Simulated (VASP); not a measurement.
# Pt (Fm-3m) in VASP: further runs, part 2 of 2

VASP 6.6.1. The steps go on from the part before.

### 3 Relaxation of cell and atoms, PBEsol

This run uses another cell than the first one, of 15.01 Å³/atom, 0.996 times its volume.

File INCAR:

```
PREC = Accurate
ENCUT = 520
EDIFF = 1E-7
ISMEAR = 0
SIGMA = 0.1
LREAL = False
LASPH = True
NELM = 100
ALGO = Normal
ISIF = 3
LWAVE = False
LCHARG = False
GGA = PS
IBRION = 2
NSW = 80
EDIFFG = -0.002
```

File KPOINTS:

```
Automatic mesh
0
Gamma
  18 18 18
```

File POSCAR:

```
Pt                                      
1.0
    0.0000000000      1.9580469700      1.9580469700
    1.9580469700     -0.0000000000      1.9580469700
    1.9580469700      1.9580469700      0.0000000000
  Pt            
     1
Direct
     0.0000000000000000    0.0000000000000000    0.0000000000000000
```

Potentials or basis: VASP PAW PBE potentials, release 64 (Pt).

On the command line:

```
cat potpaw_PBE.64/Pt/POTCAR > POTCAR
mpirun -np 1 vasp_std > vasp.out
```

OUTCAR:

```text
PREC = Accurate
   ENCUT = 520
   EDIFF = 1E-7
   ISMEAR = 0
   LREAL = False
   LASPH = True
   NELM = 100
   ISIF = 3
   GGA = PS
   IBRION = 2
   NSW = 80
   EDIFFG = -0.002

 ion  position               nearest neighbor table
   1  0.000  0.000  0.000-

  LATTYP: Found a face centered cubic cell.
 ALAT       =     3.9160939400

  Lattice vectors:

 A1 = (   0.0000000000,   1.9580469700,   1.9580469700)
[... 472 lines left out ...]

 [... further k-points ...]

------------------------ aborting loop because EDIFF is reached ----------------------------------------

  FORCE on cell =-STRESS in cart. coord.  units (eV):
  Direction    XX          YY          ZZ          XY          YZ          ZX
  --------------------------------------------------------------------------------------
  -------------------------------------------------------------------------------------
  Total        0.0004543      0.0004543      0.0004543      0.0000000      0.0000000      0.0000000
  in kB        0.0484776      0.0484776      0.0484776      0.0000000      0.0000000      0.0000000
  external PRESSURE =       0.0484776 kB  Pullay stress =       0.0000000 kB

 VOLUME and BASIS-vectors are now :
 -----------------------------------------------------------------------------
  energy-cutoff  :      520.00
  volume of cell :       15.01
      direct lattice vectors                 reciprocal lattice vectors
     0.000000000  1.958046970  1.958046970    -0.255356489  0.255356489  0.255356489
     1.958046970  0.000000000  1.958046970     0.255356489 -0.255356489  0.255356489
     1.958046970  1.958046970  0.000000000     0.255356489  0.255356489 -0.255356489

 POSITION                                       TOTAL-FORCE (eV/Angst)
 -----------------------------------------------------------------------------------
      0.00000      0.00000      0.00000         0.000000      0.000000      0.000000
 -----------------------------------------------------------------------------------
    total drift:                               -0.000000      0.000000     -0.000000

  FREE ENERGIE OF THE ION-ELECTRON SYSTEM (eV)
  ---------------------------------------------------
  free  energy   TOTEN  =        -6.9655012213 eV

  energy  without entropy=       -6.9548855493  energy(sigma->0) =       -6.96019339

 reached required accuracy - stopping structural energy minimisation
```

OSZICAR:

```text
N       E                     dE             d eps       ncg     rms          rms(c)
DAV:   1     0.370334728605E+02    0.37033E+02   -0.55017E+03  3622   0.103E+03
DAV:   2    -0.693581049866E+01   -0.43969E+02   -0.42095E+02  3716   0.189E+02
DAV:   3    -0.741921154332E+01   -0.48340E+00   -0.48020E+00  4114   0.200E+01
DAV:   4    -0.742069878733E+01   -0.14872E-02   -0.14871E-02  4031   0.118E+00
DAV:   5    -0.742070815886E+01   -0.93715E-05   -0.93713E-05  3959   0.864E-02    0.135E+01
DAV:   6    -0.701538327109E+01    0.40532E+00   -0.10605E+00  3593   0.932E+00    0.688E+00
DAV:   7    -0.696990026553E+01    0.45483E-01   -0.18167E-01  3746   0.372E+00    0.257E+00
DAV:   8    -0.696579957808E+01    0.41007E-02   -0.76322E-03  3762   0.911E-01    0.663E-01
DAV:   9    -0.696549677074E+01    0.30281E-03   -0.29282E-04  3755   0.179E-01    0.231E-02
DAV:  10    -0.696550101116E+01   -0.42404E-05   -0.33586E-06  4097   0.140E-02    0.566E-03
DAV:  11    -0.696550119443E+01   -0.18326E-06   -0.50058E-08  3045   0.233E-03    0.161E-03
DAV:  12    -0.696550122128E+01   -0.26857E-07   -0.27766E-09  1892   0.418E-04
   1 F= -.69655012E+01 E0= -.69601934E+01  d E =-.696550E+01
```

Wall time 15 s (1 thread of Intel Xeon Platinum 8488C (Sapphire Rapids), shared host); peak memory 0.16 GiB.

Results:

* Free energy: -6.9655 eV
* Pressure after relaxing: 0.0 GPa
* Band gap on the k mesh: none (metal or under the smearing width)

Final structure:
```xyz
1
Lattice="0.0000 1.9580 1.9580 1.9580 0.0000 1.9580 1.9580 1.9580 0.0000" Properties=species:S:1:pos:R:3 pbc="T T T"
Pt    0.0000    0.0000    0.0000
```

Levels at points of the mesh, in eV from the Fermi level:
```
           k point  band 3  band 4  band 5  band 6  band 7  band 8
(0.00, 0.00, 0.00)   -3.84   -3.84   -1.64   -1.64   14.61   19.59
(0.50, 0.00, 0.00)   -3.90   -0.57    0.04    0.04    5.83   14.16
(0.50, 0.50, 0.00)    0.02    0.49    0.49    1.70    8.88   11.35
```

Caveat: the relaxation stopped at its first step, so nothing moved; the PAW data sets were made with another functional, which shifts forces and pressure a little.

### 4 Vibrations by finite differences, PBEsol

This run uses another cell than the first one, of 15.01 Å³/atom, 0.996 times its volume.

File INCAR:

```
ALGO = Normal
EDIFF = 1E-8
ENCUT = 520
GGA = PS
IBRION = 6
ISIF = 3
ISMEAR = 0
LASPH = T
LCHARG = F
LREAL = F
LWAVE = F
NELM = 100
NFREE = 2
NSW = 1
POTIM = 0.015
PREC = Accurate
SIGMA = 0.1
```

File KPOINTS:

```
k-points
0
Gamma
  18 18 18
```

POSCAR, as its differences from that of step 3:

```diff
@@ -3,3 +3,3 @@
     0.0000000000      1.9580469700      1.9580469700
-    1.9580469700     -0.0000000000      1.9580469700
+    1.9580469700      0.0000000000      1.9580469700
     1.9580469700      1.9580469700      0.0000000000
```

On the command line:

```
cat potpaw_PBE.64/Pt/POTCAR > POTCAR
mpirun -np 1 vasp_std > vasp.out
```

Run time: 9 min. Hardware: 1 thread of Intel Xeon Platinum 8488C (Sapphire Rapids), shared host; peak memory 0.51 GiB.

Results (log left out):

| Quantity | Value |
| --- | --- |
| Elastic constants C11, C12, C44 | 357, 256, 74 GPa |
| Voigt bulk modulus | 290 GPa |

Elastic tensor in Voigt notation (GPa, in the Cartesian axes of the cell as first typed):
```
357 256 256   0   0   0
256 357 256   0   0   0
256 256 357   0   0   0
  0   0   0  74   0   0
  0   0   0   0  74   0
  0   0   0   0   0  74
```

Clamped-ion elastic tensor (GPa):
```
357 256 256   0   0   0
256 357 256   0   0   0
256 256 357   0   0   0
  0   0   0  74   0   0
  0   0   0   0  74   0
  0   0   0   0   0  74
```

Caveat: elastic constants of metals need much finer meshes, so these are rough; the PAW data sets were made with another functional, which shifts forces and pressure a little.
